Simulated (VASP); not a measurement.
# TePd with PBEsol: from relaxation to properties

How well does PBEsol reproduce what experiment finds for TePd? The cell is relaxed first, and properties follow on it. The steps: full relaxation (PBEsol), single point with fields (PBEsol), bands along the symmetry lines (PBEsol), density of states (PBEsol), vibrations at Γ (PBEsol), core levels (PBEsol) and bands along the symmetry lines (PBEsol + SOC). The start is a cell from a database of measured crystal structures.

Main program and level: VASP 6.6.1; PBEsol; plane waves and PAW (Te, Pd), in the first sound run; inputs show where later runs differ.

**Measured values to reproduce.**

“Multigap nodeless superconductivity in the topological semimetal PdTe” (2023, arxiv:2310.08462) quotes from earlier work for PdTe, NiAs-type hexagonal (crystals of an earlier study): lattice constant a (a = b, quoted from earlier experiment) 4.152 Å [literature value cited from an earlier report, not this sample; measurement temperature …]; lattice constant c (c, quoted from earlier experiment) 5.671 Å [literature value cited from an earlier report, not this sample; measurement temperature …].

This is a report of a sequence of runs, with most program output left out.

### Step 1. The starting structure

Before any relaxation, the start is as follows. The structure is hexagonal, space group P6_3/mmc (No. 194). The conventional cell has a = 4.152 Å, b = 4.152 Å, c = 5.672 Å, α = 90.00°, β = 90.00°, γ = 120.00°. Te has 6 Pd at 2.79 Å nearest. Nearest to Pd lie 6 Te at 2.79 Å and 2 Pd at 2.84 Å. Farther neighbours and most contacts between anions are not listed.

As a file:

```xyz
4
Lattice="4.1521 0.0000 0.0000 -2.0760 3.5958 0.0000 0.0000 0.0000 5.6719" Properties=species:S:1:pos:R:3 pbc="T T T"
Te    0.0000    2.3972    1.4180
Te    2.0761    1.1986    4.2539
Pd    0.0000    0.0000    0.0000
Pd    0.0000    0.0000    2.8359
```

### Step 2. Full relaxation (PBEsol)

The start need not lie at this functional's minimum. ISIF = 3 frees volume, shape and positions, and EDIFFG sets the threshold on forces and stress at which the search stops. PBEsol restores the gradient expansion of exchange and is tuned for the cells of solids.

Input file INCAR:

```
SYSTEM = TePd
PREC = Accurate
ENCUT = 400
EDIFF = 1E-06
NELM = 100
ISMEAR = 0
SIGMA = 0.05
LREAL = .FALSE.
ALGO = Normal
GGA = PS
NBANDS = 22
LASPH = .TRUE.
LORBIT = 11
LWAVE = .FALSE.
LCHARG = .FALSE.
KPAR = 4
IBRION = 2
NSW = 60
ISIF = 3
EDIFFG = -0.01
```

Input file POSCAR:

```
TePd
1.0
    4.1521000000      0.0000000000      0.0000000000
   -2.0760500000      3.5958240791      0.0000000000
    0.0000000000      0.0000000000      5.6719000000
Te Pd
2 2
Direct
    0.3333333333      0.6666666667      0.2500000000
    0.6666666667      0.3333333333      0.7500000000
    0.0000000000      0.0000000000      0.0000000000
    0.0000000000      0.0000000000      0.5000000000
```

Input file KPOINTS:

```
Automatic mesh
0
Gamma
7 7 5
0 0 0
```

Potentials, in the order of the species: Te and Pd (PBE family, release 64).

Started as:

```sh
> mpirun -np 4 vasp_std
```

It took 29 s on 4 MPI ranks of Intel Xeon 6975P-C (Granite Rapids), shared host; peak memory 0.78 GiB.

The k-mesh is coarse for a metal. The PAW data sets were made with PBE, which is usual practice but a small mismatch for other functionals. The run keeps the 24 symmetry operations of its start, so it cannot find a distortion of lower symmetry.

Step by step:

```csv
step,energy less that of the first step (eV),largest force (eV/Å),pressure (GPa),volume (Å³)
1,0.0000,0.0000,-0.89,84.68
2,-0.0003,0.0000,1.13,83.25
3,-0.0025,0.0000,0.14,83.94
4,-0.0032,0.0000,0.07,83.98
5,-0.0033,0.0000,0.00,84.02
```

| conventional cell, symmetrised | before | after | change |
| --- | --- | --- | --- |
| a (Å) | 4.152 | 4.157 | +0.1 % |
| b (Å) | 4.152 | 4.157 | +0.1 % |
| c (Å) | 5.672 | 5.615 | -1.0 % |
| volume (Å³/atom) | 21.17 | 21.01 | -0.8 % |

Final coordinates:

```
Te Pd
1.0
     4.15684    0.00000    0.00000
    -2.07842    3.59993    0.00000
     0.00000    0.00000    5.61490
Te Pd
2 2
Direct
  0.33333 0.66667 0.25000
  0.66667 0.33333 0.75000
  0.00000 0.00000 0.00000
  0.00000 0.00000 0.50000
```

This step gave:

* electrons: 32
* bands: 22
* irreducible k-points: 24
* symmetry operations: 24
* free energy (TOTEN): -20.51 eV
* energy at zero smearing: -20.51 eV
* Fermi energy: 9.261 eV
* pressure: 0.002823 GPa
* metallic: yes
* SCF cycles over all ionic steps: 44

It ends with forces that vanish by symmetry and a pressure of 0.00 GPa. The volume lies -0.8 % from that of the database's start, which holds the thermal and zero-point expansion of its experiment.

### Step 3. Single point with fields (PBEsol)

A single point on the relaxed cell gives a clean self-consistent state, with density, ELF and potential written out.

INCAR, as its differences from that of step 2:

```diff
@@ -14,7 +14,5 @@
 LWAVE = .FALSE.
-LCHARG = .FALSE.
-KPAR = 4
-IBRION = 2
-NSW = 60
-ISIF = 3
-EDIFFG = -0.01
+LCHARG = .TRUE.
+ISIF = 2
+LELF = .TRUE.
+LVHAR = .TRUE.
```

Input file POSCAR:

```
TePd
1.0
    4.1568387541      0.0000000000      0.0000000000
   -2.0784193771      3.5999279605      0.0000000000
    0.0000000000      0.0000000000      5.6148976823
Te Pd
2 2
Direct
    0.3333333333      0.6666666667      0.2500000000
    0.6666666667      0.3333333333      0.7500000000
    0.0000000000      0.0000000000      0.0000000000
    0.0000000000      0.0000000000      0.5000000000
```

KPOINTS is that of step 2.

Started as:

```sh
> mpirun -np 4 vasp_std
```

The job ended after 10 s (4 MPI ranks; peak memory 0.52 GiB; 38 s of CPU time).

Numbers from this step:

| Property | Result |
| --- | --- |
| SCF cycles | 16 |
| bands | 24 |
| pressure | -0.01102 GPa |

Valence electrons inside each PAW sphere by angular momentum. Sphere charges, by row:

```
atom  s (e)  p (e)  d (e)  tot (e)
 Te1  1.403  1.824  0.079    3.306
 Te2  1.403  1.824  0.079    3.306
 Pd3  0.427  0.474  8.614    9.516
 Pd4  0.427  0.474  8.614    9.516
```

ELF in the ac plane at fractional y = 0.000, with atoms of Pd within 0.2 Å of it. It is the smooth field of the valence electrons, not physical close to the nuclei.

Ten even steps from '0' (0.00) to '9' (0.66), each cell a mean:
```
00243333333310
11333455543331
33334688764333
33336899975333
33346899985333
33335789864333
22334567653332
00343344433410
00243322233300
00243333333310
12333455543331
33335688764333
33336899975333
33346899975333
33335789864333
22334567653332
00243344333410
00243322233300
```
Columns run along a (4.2 Å), rows up along c (5.6 Å). Atoms in or near the plane, at fractional coordinates: Pd at (0.00, 0.00), Pd at (0.00, 0.50).

Electrostatic potential energy in the ac plane at fractional y = 0.000, with atoms of Pd within 0.2 Å of it. With pseudopotentials it is smooth inside the atoms' cores, unlike the true potential.

Ten even steps from '0' (-67 eV) to '9' (2 eV), each cell a mean:
```
00379999999620
23689999999842
67899999999986
99999999999999
99999999999999
78999999999998
34799999999864
01489999999730
00379999999610
00379999999620
23689999999842
67899999999986
99999999999999
99999999999999
78999999999998
34799999999864
01479999999731
00379999999610
```
Columns run along a (4.2 Å; values clipped at the 3rd and 97th percentile), rows up along c (5.6 Å). Atoms in or near the plane, at fractional coordinates: Pd at (0.00, 0.00), Pd at (0.00, 0.50).

Valence density in the ac plane at fractional y = 0.000, with atoms of Pd within 0.2 Å of it. It is the smooth field of the valence electrons, not physical close to the nuclei.

Ten even steps from '0' (0.1 e/Å³) to '9' (5.8 e/Å³), each cell a mean:
```
86200000000146
43100000000023
11000000000001
00000000000000
00000000000000
00000000000000
32100000000012
65200000000135
97310000000148
86210000000147
43100000000023
11000000000001
00000000000000
00000000000000
00000000000000
32100000000012
75200000000135
97310000000148
```
Columns run along a (4.2 Å), rows up along c (5.6 Å). Atoms in or near the plane, at fractional coordinates: Pd at (0.00, 0.00), Pd at (0.00, 0.50).

In this run the pressure is -0.01 GPa, small enough to go on.

### Step 4. Bands along the symmetry lines (PBEsol)

The mesh alone shows little of the dispersion and can miss band extrema, so KPOINTS_OPT adds a path through the symmetry points after the self-consistent cycle.

Input file INCAR:

```
SYSTEM = TePd
PREC = Accurate
ENCUT = 400
EDIFF = 1E-06
NELM = 100
ISMEAR = 0
SIGMA = 0.05
LREAL = .FALSE.
ALGO = Normal
GGA = PS
NBANDS = 30
LASPH = .TRUE.
LORBIT = 11
LWAVE = .FALSE.
LCHARG = .FALSE.
KPAR = 4
```

POSCAR is that of step 3.

KPOINTS is that of step 3.

Input file KPOINTS_OPT:

```
Line mode
16
Line-mode
Reciprocal
  0.00000000   0.00000000   0.00000000 GAMMA
  0.50000000   0.00000000   0.00000000 M

  0.50000000   0.00000000   0.00000000 M
  0.33333333   0.33333333   0.00000000 K

  0.33333333   0.33333333   0.00000000 K
  0.00000000   0.00000000   0.00000000 GAMMA

  0.00000000   0.00000000   0.00000000 GAMMA
  0.00000000   0.00000000   0.50000000 A

  0.00000000   0.00000000   0.50000000 A
  0.50000000   0.00000000   0.50000000 L

  0.50000000   0.00000000   0.50000000 L
  0.33333333   0.33333333   0.50000000 H

  0.33333333   0.33333333   0.50000000 H
  0.00000000   0.00000000   0.50000000 A

  0.50000000   0.00000000   0.50000000 L
  0.50000000   0.00000000   0.00000000 M

  0.33333333   0.33333333   0.00000000 K
  0.33333333   0.33333333   0.50000000 H
```

Started as:

```sh
> mpirun -np 4 vasp_std
```

It took 34 s on 4 MPI ranks; peak memory 0.85 GiB.

Spin-orbit coupling is off here; with elements this heavy it splits and shifts levels by tenths of an eV or more.

This step gave:

| Quantity | Value |
| --- | --- |
| bands | 30 |
| pressure | -0.03546 GPa |

Electronic bands along the path, in eV, zero at the Fermi level; # counts the bands kept:

```
          point    #11    #12    #13    #14    #15    #16   #17   #18
              Γ  -1.21  -1.21  -0.28   0.47   1.71   1.71  2.14  3.25
0.47 of the way  -2.23  -1.80  -0.70  -0.19   0.91   1.73  3.50  5.01
              M  -2.40  -2.27  -2.22  -1.67   0.82   2.20  3.78  3.87
0.53 of the way  -2.28  -2.27  -2.25  -1.07   0.07   0.55  3.32  4.60
              K  -2.30  -2.28  -1.24  -1.24  -0.56  -0.56  3.01  5.77
0.47 of the way  -2.24  -2.11  -0.93   0.30   0.35   0.71  4.12  4.75
              Γ  -1.21  -1.21  -0.28   0.47   1.71   1.71  2.14  3.25
0.47 of the way  -0.99  -0.68  -0.43  -0.43   1.52   1.52  2.86  4.17
              A  -1.94  -1.94   0.78   0.78   0.78   0.78  4.38  4.38
0.47 of the way  -1.57  -1.57  -0.45  -0.45   0.17   0.17  3.92  3.92
              L  -2.75  -2.75  -0.54  -0.54   0.38   0.38  3.33  3.33
0.47 of the way  -2.69  -2.69  -1.48  -1.48   1.46   1.46  3.90  3.90
              H  -2.42  -2.42  -2.06  -2.06   2.08   2.08  5.26  5.26
0.47 of the way  -1.70  -1.70  -1.39  -1.39   0.72   0.72  4.44  4.44
              A  -1.94  -1.94   0.78   0.78   0.78   0.78  4.38  4.38
      jump to L  -2.75  -2.75  -0.54  -0.54   0.38   0.38  3.33  3.33
0.47 of the way  -2.54  -2.45  -1.67  -0.91   0.91   1.14  2.52  3.91
              M  -2.40  -2.27  -2.22  -1.67   0.82   2.20  3.78  3.87
      jump to K  -2.30  -2.28  -1.24  -1.24  -0.56  -0.56  3.01  5.77
0.47 of the way  -2.40  -2.40  -1.77  -1.77   0.63   0.63  3.87  5.81
              H  -2.42  -2.42  -2.06  -2.06   2.08   2.08  5.26  5.26
```

Of the projections kept (Te, Pd), the largest for each band there; the rest of the weight can lie on other orbitals:

```
point      #11      #12      #13      #14      #15      #16      #17      #18
    Γ  Te 0.80  Te 0.80  Pd 0.93  Te 0.97  Pd 0.57  Pd 0.57  Pd 0.54  Pd 0.60
    M  Pd 0.99  Pd 0.99  Pd 1.00  Pd 0.84  Pd 0.74  Te 0.57  Pd 0.74  Pd 0.61
    K  Pd 1.00  Pd 0.98  Pd 0.74  Pd 0.74  Pd 0.69  Pd 0.69  Pd 0.87  Te 0.53
    Γ  Te 0.80  Te 0.80  Pd 0.93  Te 0.97  Pd 0.57  Pd 0.57  Pd 0.54  Pd 0.60
    A  Pd 0.61  Pd 0.61  Pd 0.51  Pd 0.51  Pd 0.51  Pd 0.51  Pd 0.60  Pd 0.60
    L  Pd 0.97  Pd 0.97  Pd 0.65  Pd 0.65  Pd 0.58  Pd 0.58  Te 0.50  Te 0.50
```

There is no gap at this level.

### Step 5. Density of states (PBEsol)

A density of states needs more k-points than a total energy; ISMEAR = -5 takes tetrahedra, and LORBIT projects the states on the PAW spheres. The mesh is finer than in the run before.

INCAR, as its differences from that of step 4:

```diff
@@ -5,3 +5,3 @@
 NELM = 100
-ISMEAR = 0
+ISMEAR = -5
 SIGMA = 0.05
@@ -16 +16,2 @@
 KPAR = 4
+NEDOS = 2001
```

POSCAR is that of step 4.

Input file KPOINTS:

```
Automatic mesh
0
Gamma
11 11 7
0 0 0
```

Started as:

```sh
> mpirun -np 4 vasp_std
```

Wall time 21 s (4 MPI ranks); peak memory 0.95 GiB; 79 s of CPU time.

With tetrahedra the forces and stress of a metal are not exact derivatives of the energy.

Numbers from this step:

| Item | Value |
| --- | --- |
| SCF cycles | 13 |
| irreducible k-points | 64 |
| Fermi energy | 9.268 eV |
| pressure | -0.2850 GPa |
| DOS at the Fermi level | 1.775 states/eV/cell |

The density of states has structure finer than the step of the table below, so its rows give means over 1 eV, whole bins alone (the curve runs from -12.0 to 5.74 eV). Peaks (eV: height): total -11.9: 5.67, -3.9: 8.49, -3.1: 14.2, -2.4: 7.67; Pd d -3.9: 4.46, -3.1: 12.5, -2.4: 6.68; Te p -6.1: 1.31, -4.9: 1.08, -3.9: 1.43, 1.3: 1.12; Pd p -4.1: 0.336, -3.9: 0.565, 0.1: 0.185, 4.0: 0.235; Pd s -6.1: 0.446, -4.9: 0.172, -3.0: 0.188, 4.0: 0.713.

States under -12.0 eV and over 5.7 eV are left out. Density of states against energy, zero at the Fermi level; means over each step; values in states/eV/cell:

```
energy (eV)  total     Pd d    Te p     Pd p     Pd s     Te s     Te d
        -11  0.190  0.00736  3.4e-4  0.00631  0.00101    0.129   5.5e-5
        -10      0        0       0        0        0        0        0
         -9      0        0       0        0        0        0        0
         -8      0        0       0        0        0        0        0
         -7  0.341   0.0528  0.0800  0.00670   0.0666  0.00349   6.8e-4
         -6   3.16    0.813   0.768    0.104    0.277   0.0298  0.00590
         -5   4.32     2.18   0.814    0.124    0.135   0.0176   0.0197
         -4   5.57     3.27   0.815    0.255   0.0508   0.0254   0.0325
         -3   6.56     5.57   0.162   0.0756   0.0648   0.0144   0.0494
         -2   4.39     3.35   0.311    0.104   0.0805   0.0561   0.0239
         -1   2.79     1.47   0.493    0.132   0.0536    0.109   0.0189
          0   1.95    0.727   0.537    0.112   0.0320   0.0619   0.0203
          1   2.32    0.775   0.794   0.0791   0.0295   0.0371   0.0272
          2  0.451    0.144   0.174  0.00782  0.00378  0.00378  0.00517
          3  0.514   0.0405  0.0437   0.0402    0.107   0.0245   0.0445
          4   2.73    0.283   0.292    0.181    0.543   0.0908    0.241
          5   1.62    0.123   0.168    0.193    0.210   0.0436    0.185
```

The finer mesh and the other smearing move the Fermi level by +0.01 eV from the 7×7×5 run, a small shift, which tests the Fermi level alone. Of the states within 0.3 eV of the Fermi level, the largest shares in the PAW spheres are Pd d 36 %, Te p 28 % and Pd p 6 %. The rest lies in smaller channels or between the spheres.

### Step 6. Vibrations at Γ (PBEsol)

Zone-centre modes test whether the atoms sit at a minimum within this cell. IBRION = 8 takes the force constants from linear response, which needs tightly converged orbitals.

Input file INCAR:

```
SYSTEM = TePd
PREC = Accurate
ENCUT = 400
EDIFF = 1E-08
NELM = 100
ISMEAR = 1
SIGMA = 0.2
LREAL = .FALSE.
ALGO = Normal
GGA = PS
NBANDS = 22
LASPH = .TRUE.
LORBIT = 11
LWAVE = .FALSE.
LCHARG = .FALSE.
KPAR = 4
IBRION = 8
ISIF = 2
```

POSCAR is that of step 5.

KPOINTS is that of step 5.

Started as:

```sh
> mpirun -np 4 vasp_std
```

Elapsed: 3.4 min, on 4 MPI ranks; peak memory 2.7 GiB.

Energies printed during the response cycles are not total energies of the cell.

This step gave:

```yaml
bands: 22
pressure_of_the_cell: -0.1146 GPa
largest_force_of_the_cell: 0 eV/Å
fermi_energy: 9.221 eV
```

Modes at Γ, with each element's share of the kinetic energy:

```csv
mode,frequency (cm⁻¹),symmetry,Te %,Pd %
1,-0.1,acoustic,54,46
2,0.0,acoustic,55,45
3,0.0,acoustic,55,45
4,78.2,E2u,0,100
5,78.2,E2u,0,100
6,105.6,E2g,100,0
7,105.6,E2g,100,0
8,117.1,A2u,46,54
9,125.2,Bg,100,0
10,133.9,E1u,45,55
11,133.9,E1u,45,55
12,182.4,Bu,0,100
```

Displacements in mode 4 (78.2 cm⁻¹), the largest set to 1:
```
Te1  0.00  0.00  0.00
Te2  0.00  0.00  0.00
Pd3 -1.00 -0.76  0.00
Pd4  1.00  0.76  0.00
```

Displacements in mode 6 (105.6 cm⁻¹), the largest set to 1:
```
Te1 -1.00 -0.76  0.00
Te2  1.00  0.76  0.00
Pd3  0.00  0.00  0.00
Pd4  0.00  0.00  0.00
```

The three acoustic modes lie within 0.1 cm⁻¹ of zero, and all others are real. By the characters of their eigenvectors the optical modes sort into (cm⁻¹) Raman active: E2g 106; infrared active: A2u 117, E1u 134; silent: E2u 78, Bg 125, Bu 182. B labels carry no number here, since it depends on the setting of the axes. With a centre of inversion no mode is active in both.

### Step 7. Core levels (PBEsol)

Core levels shift with the potential at each site, so they tell like atoms on unlike sites apart.

Input file INCAR:

```
SYSTEM = TePd
PREC = Accurate
ENCUT = 400
EDIFF = 1E-06
NELM = 100
ISMEAR = 0
SIGMA = 0.05
LREAL = .FALSE.
ALGO = Normal
GGA = PS
NBANDS = 22
LASPH = .TRUE.
LORBIT = 11
LWAVE = .FALSE.
LCHARG = .FALSE.
KPAR = 4
ICORELEVEL = 1
```

POSCAR is that of step 6.

Input file KPOINTS:

```
Automatic mesh
0
Gamma
7 7 5
0 0 0
```

Started as:

```sh
> mpirun -np 4 vasp_std
```

It took 8.8 s on 4 MPI ranks; peak memory 0.73 GiB.

These are scalar-relativistic Kohn-Sham levels of the ground state, with no core hole, so they are not binding energies.

Numbers from this step:

- SCF cycles: 15
- irreducible k-points: 24
- Fermi energy: 9.261 eV
- pressure: -0.01016 GPa

Kohn-Sham core levels. Core levels, by row:

```
atom  shell  level below the Fermi level (eV)
 Te1     1s                             31617
 Te1     2s                              4844
 Te1     2p                              4348
 Te1     3s                             960.7
 Te1     3p                             799.3
 Te1     3d                             555.6
 Te1     4s                             160.1
 Te1     4p                             110.2
 Te1     4d                             37.49
 Te2     1s                             31617
 Te2     2s                              4844
 Te2     2p                              4348
 Te2     3s                             960.7
 Te2     3p                             799.3
 Te2     3d                             555.6
 Te2     4s                             160.1
 Te2     4p                             110.2
 Te2     4d                             37.49
 Pd3     1s                             24161
 Pd3     2s                              3527
 Pd3     2p                              3162
 Pd3     3s                             635.8
 Pd3     3p                             515.8
 Pd3     3d                             325.3
 Pd3     4s                             84.83
 Pd3     4p                             50.56
 Pd4     1s                             24161
 Pd4     2s                              3527
 Pd4     2p                              3162
 Pd4     3s                             635.8
 Pd4     3p                             515.8
 Pd4     3d                             325.3
 Pd4     4s                             84.83
 Pd4     4p                             50.56
```

Atoms of one element give levels within 0.1 eV of each other.

(Continued in part 2 of 2.)

[Lines on the potential files, build, host, timing and source positions are cut from VASP's logs without a mark.]

[Logs are printed without paths, hosts, clocks, repeated set-up lines and the standing remarks that a program may print on its own settings, such as how far it seeks lower states.]

[Hosts, paths, dates, database ids (printed as entryN), source tags and the programs' standing remarks are cut or masked in the printed files.]

[A measured line is paired with the nearest computed mode of its activity, which favours agreement.]
